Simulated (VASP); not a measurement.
Input of a VASP 6.6.1 run:

The input INCAR:

```
SYSTEM = K
ALGO = Normal ; EDIFF = 1E-7
EDIFFG = -0.005 ; ENCUT = 600
IBRION = 2 ; ISIF = 3
ISMEAR = 1 ; LASPH = .True.
LCHARG = .False. ; LREAL = .False.
LWAVE = .False. ; NELM = 80
NSW = 90 ; PREC = Accurate
SIGMA = 0.1
```

Contents of KPOINTS:

```
k-points
0
Gamma
  10 10 10
  0 0 0
```

POSCAR

```
K                                       
1.0
   -2.5236012605      2.5236012605      2.5236012605
    2.5236012605     -2.5236012605      2.5236012605
    2.5236012605      2.5236012605     -2.5236012605
  K             
     1
Direct
     0.0000000000000000    0.0000000000000000    0.0000000000000000
```

Potentials or basis: VASP PAW LDA potentials, release 64 (K_sv).

The run is started by

```console
$ cat potpaw_LDA.64/K_sv/POTCAR > POTCAR
$ mpirun -np 1 vasp_std > vasp.out
```

Question: Estimate the band gap on the k mesh.

Answer: None (metal or under the smearing width).

Final structure:
```yaml
crystal:
  lattice:
    - [-2.52360, 2.52360, 2.52360]
    - [2.52360, -2.52360, 2.52360]
    - [2.52360, 2.52360, -2.52360]
  atoms:
    - { symbol: K, position: [0.00000, 0.00000, 0.00000] }
```

Caveat: the relaxation stopped at its first step, so nothing moved.
